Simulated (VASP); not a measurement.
Given:

```xyz
2
Lattice="0.0000 2.8682 2.8682 2.8682 0.0000 2.8682 2.8682 2.8682 0.0000" Properties=species:S:1:pos:R:3 pbc="T T T"
Cd     0.0000     0.0000     0.0000
S      1.4341     1.4341     1.4341
```

The numbers are results of AM05 GGA, VASP's PBE PAW potentials (set 64) (plane waves; VASP), not measurements. Settings: 520 eV cut-off, 8×8×8 Γ-centred mesh, Gaussian smearing of 0.050 eV, potentials Cd S.

Question: Give the stress tensor in GPa (positive for a compressed cell).

Answer: 
```
4.16  0.00  0.00
0.00  4.16  0.00
0.00  0.00  4.16
```
The pressure is its mean diagonal, 4.16 GPa.

The compound is CdS in the zinc blende structure, a metastable form; wurtzite is the usual one. This cell is one point of a volume scan, at 0.94 of the reference volume.
